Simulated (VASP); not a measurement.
```yaml
crystal:
  lattice:
    - [0.00000, 2.22463, 2.22463]
    - [2.22463, 0.00000, 2.22463]
    - [2.22463, 2.22463, 0.00000]
  atoms:
    - { symbol: Li, position: [0.25000, 0.25000, 0.25000] }
    - { symbol: Li, position: [0.75000, 0.75000, 0.75000] }
    - { symbol: O, position: [0.00000, 0.00000, 0.00000] }
```

Level of theory: LDA (Ceperley-Alder, Perdew-Zunger), VASP's LDA PAW potentials (set 64) (plane waves; VASP 6.6.1). Settings: 520 eV cut-off, 10×10×10 Γ-centred mesh, Gaussian smearing of 0.050 eV, potentials Li_sv O.

**Question.** The job: Li₂O (antifluorite), 3 atoms, LDA, static run, 520 eV, 10×10×10 Γ-centred mesh. Roughly how much core time does it take on a busy server core?

**Answer.** About 7 core-seconds (one run on a shared machine, a rough figure). It had 47 irreducible k-points, 10 bands, up to 609 plane waves and 13 electronic steps.

The compound is Li2O in the antifluorite structure. This cell is one point of a volume scan, at 0.97 of the reference volume.
